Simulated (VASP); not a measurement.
# LaTe3 under strain, part 4 of 5

How does the pressure of LaTe3 answer to a change of volume? The bands are shown for each cell. All runs use PBEsol. Left out of this account: at least 1 further run (fields: a reference on another mesh). The start is a computed cell from the Materials Project.

VASP 6.6.1; PBEsol; plane waves and PAW (La, Te).

Still holding for the runs below: Spin-orbit coupling is off here; it can split and shift levels that hold much weight on La and Te by tenths of an eV or more.

So far, pressure (GPa): step 2 (bands, cell as listed) -2.40; step 3 (cell volume +4.0 %) -4.06; step 4 (cell volume +8.0 %) -5.38.

**5. Bands, sheared, principal strains -2.6, +0.2, +2.4 %**

The first cell is sheared at its own volume, which lowers its symmetry.

INCAR

```
SYSTEM = LaTe3
PREC = Accurate
ENCUT = 400
EDIFF = 1E-06
NELM = 100
ISMEAR = -1
SIGMA = 0.05
LREAL = .FALSE.
ALGO = Normal
GGA = PS
NBANDS = 49
LASPH = .TRUE.
LORBIT = 11
LWAVE = .FALSE.
LCHARG = .FALSE.
KPAR = 8
```

POSCAR

```
LaTe3
1.0
    4.3330870000     -0.0487720000      0.0037890000
    0.0037920000      0.0532400000      4.4973600000
    2.3161970000    -13.7074730000     -0.1613340000
La Te
2 6
Direct
    0.8294734600      0.7500000000      0.3410530800
    0.1705265400      0.2500000000      0.6589469200
    0.0734785600      0.7500000000      0.8530428800
    0.9265214400      0.2500000000      0.1469571200
    0.4266317800      0.7500000000      0.1467364400
    0.5733682200      0.2500000000      0.8532635600
    0.7050066000      0.7500000000      0.5899868000
    0.2949934000      0.2500000000      0.4100132000
```

KPOINTS

```
Automatic mesh
0
Gamma
7 7 7
0 0 0
```

KPOINTS_OPT

```
Line mode
12
Line-mode
Reciprocal
  0.00000000   0.00000000  -0.50000000 X
  0.00000000   0.00000000   0.00000000 GAMMA

  0.00000000   0.00000000   0.00000000 GAMMA
  0.00000000   0.50000000   0.00000000 Y

  0.00000000   0.50000000  -0.50000000 L
  0.00000000   0.00000000   0.00000000 GAMMA

  0.00000000   0.00000000   0.00000000 GAMMA
  0.50000000  -0.50000000   0.50000000 Z

  0.50000000  -0.50000000   0.00000000 N
  0.00000000   0.00000000   0.00000000 GAMMA

  0.00000000   0.00000000   0.00000000 GAMMA
  0.50000000   0.00000000   0.50000000 M

  0.50000000   0.00000000   0.00000000 R
  0.00000000   0.00000000   0.00000000 GAMMA
```

The projector-augmented-wave data sets are La and Te (PBE family, release 64).

Command:

```bash
mpirun -np 8 vasp_std
```

The program printed:

```text
[... set-up lines as in an earlier step ...]
 entering main loop
       N       E                     dE             d eps       ncg     rms          rms(c)
DAV:   1     0.504949199784E+03    0.50495E+03   -0.16875E+04 16880   0.104E+03
DAV:   2     0.630811633677E+02   -0.44187E+03   -0.39397E+03 19347   0.239E+02
DAV:   3    -0.315408234124E+02   -0.94622E+02   -0.85365E+02 21437   0.119E+02
DAV:   4    -0.408059453352E+02   -0.92651E+01   -0.91291E+01 28833   0.378E+01
DAV:   5    -0.414090422483E+02   -0.60310E+00   -0.60143E+00 32312   0.884E+00    0.135E+01
DAV:   6    -0.404006284112E+02    0.10084E+01   -0.39558E+00 30504   0.102E+01    0.679E+00
DAV:   7    -0.403969708366E+02    0.36576E-02   -0.11423E+00 27576   0.359E+00    0.486E+00
DAV:   8    -0.403976201413E+02   -0.64930E-03   -0.99837E-02 29568   0.134E+00    0.232E+00
DAV:   9    -0.403938308163E+02    0.37893E-02   -0.37576E-02 30359   0.978E-01    0.590E-01
DAV:  10    -0.403937986356E+02    0.32181E-04   -0.42932E-03 30896   0.235E-01    0.355E-01
DAV:  11    -0.403939025563E+02   -0.10392E-03   -0.13594E-03 29728   0.158E-01    0.119E-01
DAV:  12    -0.403939599362E+02   -0.57380E-04   -0.19134E-04 31720   0.516E-02    0.844E-02
DAV:  13    -0.403940235917E+02   -0.63655E-04   -0.27775E-04 30040   0.570E-02    0.315E-02
DAV:  14    -0.403940336512E+02   -0.10060E-04   -0.55319E-05 33368   0.242E-02    0.337E-02
DAV:  15    -0.403940358192E+02   -0.21680E-05   -0.79161E-06 28752   0.874E-03    0.172E-02
DAV:  16    -0.403940358322E+02   -0.12988E-07   -0.25266E-06 19552   0.570E-03
   1 F= -.40394036E+02 E0= -.40385795E+02  d E =-.164809E-01
 Start KPOINTS_OPT (optional k-point list driver)
k-point batch [1-84\84]
       N       E                     dE             ncg
DAV:   1     0.429513984729E+05   -0.13927E+05     8232
DAV:   2     0.462059833487E+04   -0.38331E+05     9341
DAV:   3    -0.328246412744E+04   -0.79031E+04    10953
DAV:   4    -0.401639025696E+04   -0.73393E+03    14550
DAV:   5    -0.406764223434E+04   -0.51252E+02    15800
DAV:   6    -0.407295093664E+04   -0.53087E+01    14952
DAV:   7    -0.407322593666E+04   -0.27500E+00    15672
DAV:   8    -0.407325085716E+04   -0.24920E-01    14752
DAV:   9    -0.407325224973E+04   -0.13926E-02    15464
DAV:  10    -0.407325240540E+04   -0.15567E-03    12496
DAV:  11    -0.407325241402E+04   -0.86184E-05    10112
DAV:  12    -0.407325241488E+04   -0.85953E-06     8880
```

The job ended after 3.1 min (8 MPI ranks of Intel Xeon 6975P-C (Granite Rapids), shared host; peak memory 15 GiB).

Parts of OUTCAR (step 5):

```text
   k-points           NKPTS =    172   k-points in BZ     NKDIM =    172   number of bands    NBANDS=     49

   ENCUT  =  400.0 eV  29.40 Ry    5.42 a.u.   7.07  7.33 22.67*2*pi/ulx,y,z

   NELECT =      58.0000    total number of electrons

 E-fermi :   6.2934

 k-point     1 :       0.0000    0.0000    0.0000
  band No.  band energies     occupation
    ...
     24       5.4489      2.00000
     25       5.5756      2.00000
     26       5.7936      1.99991
     27       5.9390      1.99833
     28       6.0363      1.98836
     29       7.4543      0.00000
     30       7.8484      0.00000
     31       8.0799      0.00000
     32       8.2579      0.00000
     33       8.3137      0.00000
    ...

  Total       -2.1791498     -4.0752376     -4.8568926      0.7953431     -0.7722309     -0.1164211
  in kB      -13.0970576    -24.4928653    -29.1907440      4.7801462     -4.6412382     -0.6997106
  external PRESSURE =     -22.2602223 kB  Pullay stress =       0.0000000 kB

 POSITION                                       TOTAL-FORCE (eV/Angst)
 -----------------------------------------------------------------------------------
      4.38697     -4.67550      3.32114         0.017418      0.056027     -0.035111
      2.26611     -9.02750      1.01868        -0.017418     -0.056027      0.035111
      2.29705    -11.65672      3.23567        -0.025648      0.170756      0.035496
      4.35603     -2.04629      1.10414         0.025648     -0.170756     -0.035496
      2.19135     -1.99226      3.35096         0.049158     -0.157337     -0.026263
      4.46173    -11.71074      0.98885        -0.049158      0.157337      0.026263
      4.42422     -8.08168      3.28051         0.046279      0.023853     -0.046288
      2.22885     -5.62132      1.05931        -0.046279     -0.023853      0.046288
 -----------------------------------------------------------------------------------
    total drift:                                0.000000     -0.000000      0.000000

  FREE ENERGIE OF THE ION-ELECTRON SYSTEM (eV)
  ---------------------------------------------------
  free  energy   TOTEN  =       -40.3940358322 eV

  energy  without entropy=      -40.3775549665  energy(sigma->0) =      -40.38579540

[... 15 further parts left out ...]
```

The path and its labels are those of the sheared lattice, so a letter need not mean the same point as in the unstrained cell.

Numbers from this step:

| Item | Value |
| --- | --- |
| irreducible k-points | 172 |
| symmetry operations | 2 |
| free energy (TOTEN) | -40.39 eV |
| energy at zero smearing | -40.39 eV |
| Fermi energy | 6.293 eV |
| pressure | -2.226 GPa |

The electronic bands at the labelled points (eV, zero at the Fermi level; # counts the bands kept in this run, so #1 is VASP's band 13):

| point | #13 | #14 | #15 | #16 | #17 | #18 | #19 | #20 |
| --- | --- | --- | --- | --- | --- | --- | --- | --- |
| X | -0.76 | -0.75 | -0.47 | -0.28 | 1.18 | 1.54 | 1.77 | 2.00 |
| 0.45 of the way | -0.74 | -0.59 | -0.45 | -0.28 | 1.18 | 1.54 | 1.79 | 1.98 |
| Γ | -0.72 | -0.50 | -0.35 | -0.26 | 1.16 | 1.55 | 1.79 | 1.96 |
| 0.45 of the way | -1.14 | -0.97 | -0.61 | -0.20 | 0.69 | 0.79 | 0.98 | 1.13 |
| Y | -1.36 | -1.31 | -1.28 | -1.25 | -1.14 | -1.13 | -0.73 | -0.72 |
| jump to L | -1.47 | -1.46 | -1.25 | -1.24 | -1.07 | -1.06 | -0.60 | -0.56 |
| 0.45 of the way | -1.17 | -1.15 | -0.90 | -0.29 | 0.28 | 0.40 | 0.65 | 0.79 |
| Γ | -0.72 | -0.50 | -0.35 | -0.26 | 1.16 | 1.55 | 1.79 | 1.96 |
| 0.45 of the way | -1.37 | -1.19 | -1.05 | -1.00 | -0.73 | -0.52 | 1.90 | 2.05 |
| Z | -1.76 | -1.67 | -1.23 | -1.20 | 2.11 | 2.11 | 2.18 | 2.20 |
| jump to N | -1.73 | -1.60 | -1.23 | -1.20 | 2.11 | 2.11 | 2.20 | 2.21 |
| 0.45 of the way | -1.41 | -1.36 | -1.02 | -0.79 | -0.09 | -0.05 | 2.04 | 2.11 |
| Γ | -0.72 | -0.50 | -0.35 | -0.26 | 1.16 | 1.55 | 1.79 | 1.96 |
| 0.45 of the way | -1.21 | -0.91 | -0.67 | -0.25 | 0.67 | 0.76 | 0.79 | 0.88 |
| M | -1.65 | -1.58 | -1.53 | -1.45 | -1.38 | -1.11 | -0.71 | -0.70 |
| jump to R | -1.64 | -1.58 | -1.53 | -1.47 | -1.38 | -1.15 | -0.72 | -0.64 |
| 0.45 of the way | -1.40 | -1.01 | -0.84 | -0.36 | 0.22 | 0.34 | 0.41 | 0.51 |
| Γ | -0.72 | -0.50 | -0.35 | -0.26 | 1.16 | 1.55 | 1.79 | 1.96 |

Of the projections kept (La, Te), the largest for each band there, as a share of the weight inside these atoms' spheres; weight between the spheres isn't counted:

| point | #13 | #14 | #15 | #16 | #17 | #18 | #19 | #20 |
| --- | --- | --- | --- | --- | --- | --- | --- | --- |
| X | Te 0.65 | Te 0.85 | Te 0.78 | Te 0.77 | La 0.62 | La 0.72 | La 0.81 | Te 0.64 |
| Γ | Te 0.64 | Te 0.79 | Te 0.84 | Te 0.80 | La 0.63 | La 0.71 | La 0.79 | La 0.50 |
| Y | Te 0.92 | Te 0.92 | Te 0.91 | Te 0.90 | Te 0.94 | Te 0.95 | Te 0.88 | Te 0.89 |
| L | Te 0.89 | Te 0.89 | Te 0.92 | Te 0.90 | Te 0.95 | Te 0.95 | Te 0.87 | Te 0.85 |
| Γ | Te 0.64 | Te 0.79 | Te 0.84 | Te 0.80 | La 0.63 | La 0.71 | La 0.79 | La 0.50 |
| Z | Te 0.82 | Te 0.85 | Te 0.78 | Te 0.78 | La 0.98 | La 0.98 | La 0.97 | La 0.97 |

Force by atom:

| atom | x (eV/Å) | y (eV/Å) | z (eV/Å) | size |
| --- | --- | --- | --- | --- |
| La1 | 0.017 | 0.056 | -0.035 | 0.068 |
| La2 | -0.017 | -0.056 | 0.035 | 0.068 |
| Te3 | -0.026 | 0.171 | 0.035 | 0.176 |
| Te4 | 0.026 | -0.171 | -0.035 | 0.176 |
| Te5 | 0.049 | -0.157 | -0.026 | 0.167 |
| Te6 | -0.049 | 0.157 | 0.026 | 0.167 |
| Te7 | 0.046 | 0.024 | -0.046 | 0.070 |
| Te8 | -0.046 | -0.024 | 0.046 | 0.070 |

 The pressure is -2.23 GPa, and the symmetry operations fall from 8 to 2.

**6. Bands, volume times 0.96**

The cell is compressed evenly, with fractional positions held.

INCAR is that of step 5.

Changes to POSCAR since step 5:

```diff
@@ -2,5 +2,5 @@
 1.0
-    4.3330870000     -0.0487720000      0.0037890000
-    0.0037920000      0.0532400000      4.4973600000
-    2.3161970000    -13.7074730000     -0.1613340000
+    4.3678972746      0.0000000000      0.0000000000
+    0.0000000000      0.0000000000      4.3715257434
+    2.1839486373    -13.4026209257      0.0000000000
 La Te
```

KPOINTS is that of step 5.

KPOINTS_OPT

```
Line mode
12
Line-mode
Reciprocal
  0.00000000   0.00000000   0.00000000 GAMMA
  0.51327625   0.00000000   0.25663812 X

  0.51327625   0.00000000   0.25663812 X
  0.50000000   0.00000000   0.00000000 S

  0.50000000   0.00000000   0.00000000 S
  0.50000000   0.50000000   0.00000000 R

  0.50000000   0.50000000   0.00000000 R
  0.51327625   0.50000000   0.25663812 A

  0.51327625   0.50000000   0.25663812 A
  0.00000000   0.50000000   0.00000000 Z

  0.00000000   0.50000000   0.00000000 Z
  0.00000000   0.00000000   0.00000000 GAMMA

  0.00000000   0.00000000   0.00000000 GAMMA
  0.00000000   0.00000000  -0.50000000 Y

  0.00000000   0.00000000  -0.50000000 Y
  0.48672375   0.00000000  -0.25663812 X1

  0.48672375   0.00000000  -0.25663812 X1
  0.48672375   0.50000000  -0.25663812 A1

  0.48672375   0.50000000  -0.25663812 A1
  0.00000000   0.50000000  -0.50000000 T

  0.00000000   0.50000000  -0.50000000 T
  0.00000000   0.00000000  -0.50000000 Y

  0.00000000   0.50000000   0.00000000 Z
  0.00000000   0.50000000  -0.50000000 T
```

Command:

```bash
mpirun -np 8 vasp_std
```

The program printed:

```text
[... set-up lines as in an earlier step ...]
 entering main loop
       N       E                     dE             d eps       ncg     rms          rms(c)
DAV:   1     0.504715650545E+03    0.50472E+03   -0.16874E+04  6288   0.105E+03
DAV:   2     0.616932767567E+02   -0.44302E+03   -0.39384E+03  7119   0.242E+02
DAV:   3    -0.319446948038E+02   -0.93638E+02   -0.84497E+02  8042   0.119E+02
DAV:   4    -0.411531140490E+02   -0.92084E+01   -0.90752E+01 10937   0.381E+01
DAV:   5    -0.417246788160E+02   -0.57156E+00   -0.57015E+00 11952   0.883E+00    0.144E+01
DAV:   6    -0.405265867023E+02    0.11981E+01   -0.47937E+00 11176   0.118E+01    0.721E+00
DAV:   7    -0.405340410601E+02   -0.74544E-02   -0.12398E+00 10576   0.389E+00    0.539E+00
DAV:   8    -0.405325068400E+02    0.15342E-02   -0.11194E-01 11240   0.147E+00    0.261E+00
DAV:   9    -0.405290759565E+02    0.34309E-02   -0.37265E-02 11358   0.100E+00    0.661E-01
DAV:  10    -0.405290264887E+02    0.49468E-04   -0.41741E-03 11440   0.228E-01    0.411E-01
DAV:  11    -0.405290540710E+02   -0.27582E-04   -0.14328E-03 11208   0.165E-01    0.143E-01
DAV:  12    -0.405291114290E+02   -0.57358E-04   -0.17712E-04 11672   0.502E-02    0.979E-02
DAV:  13    -0.405291698340E+02   -0.58405E-04   -0.26571E-04 11128   0.564E-02    0.266E-02
DAV:  14    -0.405291809384E+02   -0.11104E-04   -0.59165E-05 12464   0.240E-02    0.339E-02
DAV:  15    -0.405291830538E+02   -0.21154E-05   -0.69036E-06 10536   0.789E-03    0.205E-02
DAV:  16    -0.405291831839E+02   -0.13007E-06   -0.33327E-06  8144   0.642E-03
   1 F= -.40529183E+02 E0= -.40522634E+02  d E =-.130993E-01
 Start KPOINTS_OPT (optional k-point list driver)
k-point batch [1-64\144]
       N       E                     dE             ncg
DAV:   1     0.271232737213E+05   -0.51660E+05     6272
DAV:   2    -0.192408123339E+04   -0.29047E+05     7165
DAV:   3    -0.779782405752E+04   -0.58737E+04     8199
DAV:   4    -0.832905444790E+04   -0.53123E+03    10771
DAV:   5    -0.836442101340E+04   -0.35367E+02    11936
DAV:   6    -0.836820424896E+04   -0.37832E+01    11216
DAV:   7    -0.836837058858E+04   -0.16634E+00    11888
DAV:   8    -0.836838415311E+04   -0.13565E-01    11088
DAV:   9    -0.836838478879E+04   -0.63568E-03    11832
DAV:  10    -0.836838485144E+04   -0.62647E-04     8936
DAV:  11    -0.836838485428E+04   -0.28382E-05     6456
DAV:  12    -0.836838485470E+04   -0.42720E-06     5776
[...]
k-point batch [129-144\144]
       N       E                     dE             ncg
DAV:   1     0.543256641351E+05   -0.80843E+04     1568
DAV:   2     0.470094101171E+05   -0.73163E+04     1779
DAV:   3     0.455421666645E+05   -0.14672E+04     2194
DAV:   4     0.454069585520E+05   -0.13521E+03     2739
DAV:   5     0.453981245919E+05   -0.88340E+01     2976
DAV:   6     0.453969918823E+05   -0.11327E+01     2864
DAV:   7     0.453969434123E+05   -0.48470E-01     2960
DAV:   8     0.453969381479E+05   -0.52644E-02     2856
DAV:   9     0.453969378868E+05   -0.26111E-03     2992
DAV:  10     0.453969378506E+05   -0.36209E-04     2376
DAV:  11     0.453969378486E+05   -0.19701E-05     1880
DAV:  12     0.453969378484E+05   -0.22094E-06     1672
```

The job ended after 2 min (8 MPI ranks; peak memory 6.8 GiB; 16 min of CPU time).

Parts of OUTCAR (step 6):

```text
   ENCUT  =  400.0 eV  29.40 Ry    5.42 a.u.   7.12  7.13 22.14*2*pi/ulx,y,z

   NELECT =      58.0000    total number of electrons

 E-fermi :   6.7325

 k-point     1 :       0.0000    0.0000    0.0000
  band No.  band energies     occupation
    ...
     24       5.8410      2.00000
     25       5.9306      2.00000
     26       6.3804      1.99825
     27       6.3844      1.99811
     28       6.4746      1.98855
     29       7.9358      0.00000
     30       8.3708      0.00000
     31       8.5136      0.00000
     32       8.8413      0.00000
     33       8.8418      0.00000
    ...

  Total       -0.1174232     -1.2156080     -0.1509014      0.0000000     -0.0000000      0.0000000
  in kB       -0.7351387     -7.6104254     -0.9447321      0.0000000     -0.0000000      0.0000000
  external PRESSURE =      -3.0967654 kB  Pullay stress =       0.0000000 kB

 POSITION                                       TOTAL-FORCE (eV/Angst)
 -----------------------------------------------------------------------------------
      4.36790     -4.57101      3.27864         0.000000      0.064837     -0.000000
      2.18395     -8.83162      1.09288        -0.000000     -0.064837     -0.000000
      2.18395    -11.43301      3.27864         0.000000      0.025731     -0.000000
      4.36790     -1.96961      1.09288         0.000000     -0.025731      0.000000
      2.18395     -1.96665      3.27864        -0.000000     -0.039270      0.000000
      4.36790    -11.43597      1.09288         0.000000      0.039270     -0.000000
      4.36790     -7.90737      3.27864         0.000000      0.015520     -0.000000
      2.18395     -5.49525      1.09288         0.000000     -0.015520     -0.000000
 -----------------------------------------------------------------------------------
    total drift:                                0.000000      0.000000      0.000000

  FREE ENERGIE OF THE ION-ELECTRON SYSTEM (eV)
  ---------------------------------------------------
  free  energy   TOTEN  =       -40.5291831839 eV

  energy  without entropy=      -40.5160838983  energy(sigma->0) =      -40.52263354

[... 3 parts as in an earlier step ...]

[... 13 further parts left out ...]
```

This step gave:

```yaml
irreducible_k_points: 64
symmetry_operations: 8
free_energy_toten: -40.53 eV
energy_at_zero_smearing: -40.52 eV
fermi_energy: 6.732 eV
pressure: -0.3097 GPa
```

Electronic bands along the path, in eV, zero at the Fermi level; # counts the bands kept in this run, so #1 is VASP's band 13:

| point | #13 | #14 | #15 | #16 | #17 | #18 | #19 | #20 |
| --- | --- | --- | --- | --- | --- | --- | --- | --- |
| Γ | -0.80 | -0.35 | -0.35 | -0.26 | 1.20 | 1.64 | 1.78 | 2.11 |
| 0.45 of the way | -1.15 | -0.88 | -0.87 | -0.18 | 0.63 | 0.76 | 0.88 | 1.03 |
| X | -1.58 | -1.47 | -1.40 | -1.33 | -1.23 | -1.13 | -0.70 | -0.57 |
| 0.45 of the way | -1.56 | -1.47 | -1.40 | -1.35 | -1.25 | -1.12 | -0.68 | -0.60 |
| S | -1.53 | -1.48 | -1.44 | -1.36 | -1.26 | -1.11 | -0.66 | -0.62 |
| 0.45 of the way | -1.55 | -1.30 | -1.15 | -1.06 | 1.23 | 1.30 | 1.71 | 1.79 |
| R | -1.75 | -1.75 | -1.18 | -1.18 | 2.24 | 2.24 | 2.33 | 2.33 |
| 0.55 of the way | -1.75 | -1.75 | -1.18 | -1.18 | 2.24 | 2.24 | 2.34 | 2.34 |
| A | -1.74 | -1.74 | -1.18 | -1.18 | 2.24 | 2.24 | 2.34 | 2.34 |
| 0.45 of the way | -1.45 | -1.45 | -1.19 | -1.19 | 1.79 | 1.79 | 2.17 | 2.17 |
| Z | -1.42 | -1.42 | -1.38 | -1.38 | -1.19 | -1.19 | -0.74 | -0.74 |
| 0.55 of the way | -1.11 | -1.11 | -0.60 | -0.20 | 0.70 | 0.81 | 0.93 | 1.08 |
| Γ | -0.80 | -0.35 | -0.35 | -0.26 | 1.20 | 1.64 | 1.78 | 2.11 |
| 0.55 of the way | -0.80 | -0.50 | -0.35 | -0.35 | 1.21 | 1.61 | 1.81 | 2.12 |
| Y | -0.80 | -0.70 | -0.35 | -0.35 | 1.20 | 1.64 | 1.78 | 2.13 |
| 0.45 of the way | -1.16 | -1.09 | -0.56 | -0.39 | 0.74 | 0.88 | 1.00 | 1.08 |
| X1 | -1.58 | -1.47 | -1.40 | -1.33 | -1.23 | -1.13 | -0.70 | -0.57 |
| 0.55 of the way | -1.50 | -1.34 | -1.21 | -1.18 | 1.70 | 1.75 | 2.13 | 2.22 |
| A1 | -1.74 | -1.74 | -1.18 | -1.18 | 2.24 | 2.24 | 2.34 | 2.34 |
| 0.45 of the way | -1.40 | -1.40 | -1.19 | -1.19 | 1.68 | 1.68 | 2.17 | 2.17 |
| T | -1.57 | -1.57 | -1.40 | -1.40 | -1.15 | -1.15 | -0.56 | -0.56 |
| 0.55 of the way | -1.11 | -0.96 | -0.81 | -0.34 | 0.69 | 0.83 | 0.95 | 1.05 |
| Y | -0.80 | -0.70 | -0.35 | -0.35 | 1.20 | 1.64 | 1.78 | 2.13 |
| jump to Z | -1.42 | -1.42 | -1.38 | -1.38 | -1.19 | -1.19 | -0.74 | -0.74 |
| 0.45 of the way | -1.51 | -1.51 | -1.41 | -1.41 | -1.16 | -1.16 | -0.66 | -0.66 |
| T | -1.57 | -1.57 | -1.40 | -1.40 | -1.15 | -1.15 | -0.56 | -0.56 |

Of the projections kept (La, Te), the largest for each band there, as a share of the weight inside these atoms' spheres; weight between the spheres isn't counted:

| point | #13 | #14 | #15 | #16 | #17 | #18 | #19 | #20 |
| --- | --- | --- | --- | --- | --- | --- | --- | --- |
| Γ | Te 0.64 | Te 0.77 | Te 0.77 | Te 0.89 | La 0.61 | La 0.71 | La 0.74 | La 0.92 |
| X | Te 0.82 | Te 0.89 | Te 0.96 | Te 0.92 | Te 0.95 | Te 0.92 | Te 0.83 | Te 0.90 |
| S | Te 0.86 | Te 0.89 | Te 0.94 | Te 0.92 | Te 0.97 | Te 0.92 | Te 0.85 | Te 0.88 |
| R | Te 0.84 | Te 0.84 | Te 0.77 | Te 0.77 | La 0.98 | La 0.98 | La 0.96 | La 0.96 |
| A | Te 0.83 | Te 0.83 | Te 0.77 | Te 0.77 | La 0.98 | La 0.98 | La 0.97 | La 0.97 |
| Z | Te 0.91 | Te 0.91 | Te 0.93 | Te 0.93 | Te 0.93 | Te 0.93 | Te 0.88 | Te 0.88 |

Force by atom:

| atom | x (eV/Å) | y (eV/Å) | z (eV/Å) | size |
| --- | --- | --- | --- | --- |
| La1 | 0.0000 | 0.0648 | 0.0000 | 0.0648 |
| La2 | 0.0000 | -0.0648 | 0.0000 | 0.0648 |
| Te3 | 0.0000 | 0.0257 | 0.0000 | 0.0257 |
| Te4 | 0.0000 | -0.0257 | 0.0000 | 0.0257 |
| Te5 | 0.0000 | -0.0393 | 0.0000 | 0.0393 |
| Te6 | 0.0000 | 0.0393 | 0.0000 | 0.0393 |
| Te7 | 0.0000 | 0.0155 | 0.0000 | 0.0155 |
| Te8 | 0.0000 | -0.0155 | 0.0000 | 0.0155 |

 The pressure is -0.31 GPa.

For the pressure, step 2 gave -2.40 GPa; this run, with cell volume -4.0 %, gives -0.310 GPa.

(Part 4 of 5 ends here.)

[Lines on the potential files, build, host, timing and source positions are cut from VASP's logs without a mark.]

[Logs are printed without paths, hosts, clocks, repeated set-up lines and the standing remarks that a program may print on its own settings, such as how far it seeks lower states.]

[Hosts, paths, dates, database ids (printed as entryN), source tags and the programs' standing remarks are cut or masked in the printed files.]

[A measured line is paired with the nearest computed mode of its activity, which favours agreement.]

[In band tables of VASP the shares of atoms and orbitals are scaled to a sum of 1 inside the atoms' spheres.]
